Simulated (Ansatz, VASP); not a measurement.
**Be6Cr: VASP beside Ansatz**

```
Be Cr
1.0
     3.76508    0.00000    0.00000
     0.00000    3.76508    0.00000
     0.00000    0.00000    3.76508
Be Cr
6 1
Cartesian
  0.7474 1.8825 1.8825
  1.8825 3.0177 1.8825
  1.8825 0.7474 1.8825
  3.0177 1.8825 1.8825
  1.8825 1.8825 0.7474
  1.8825 1.8825 3.0177
  0.0000 0.0000 0.0000
```

Change from the starting cell: species swapped into the TmB6 type (Pm-3m, No. 221).

Alike in both runs: task single point; functional PBE; k mesh 4 × 4 × 4; occupations gaussian, width 0.1 eV; collinear spin.

```csv
,VASP,Ansatz
version,VASP 6.6.1,Ansatz 0.2.0
potentials or method,"VASP PAW PBE potentials, release 64 (Be, Cr_pv)","scalar-relativistic, plane waves, PAW"
plane-wave cutoff (eV),520,420
valence electrons in the cell,24,26
```

VASP gave:

```
gap on the k mesh at the Fermi level (eV)                     : none
rms of the force components (eV/Å)                            : 2.636
net moment per atom (μB)                                      : 0.27
size of the moment on the site where the two differ most (μB) : 0.12
```

Q: Estimate Ansatz's values.

A: gap on the k mesh at the Fermi level (eV): none; rms of the force components (eV/Å): 2.571; net moment per atom (μB): 0.26; size of the moment on the site where the two differ most (μB): 0.03.

Site moments also hang on the region over which each program counts them. Atom by atom the forces differ by 0.065 eV/Å (rms over components). A gap of «none» marks a metal or a gap that the smearing closes. The functional is the same, so the differences come from potentials, cutoffs and numerics. The two sets of potentials don't hold the same shells in valence.

Caveats: the k mesh is coarse (spacing up to 0.42 Å⁻¹), so the values aren't converged; forces of over 1 eV/Å show positions far from the minimum, so gaps and moduli don't describe the material at rest.
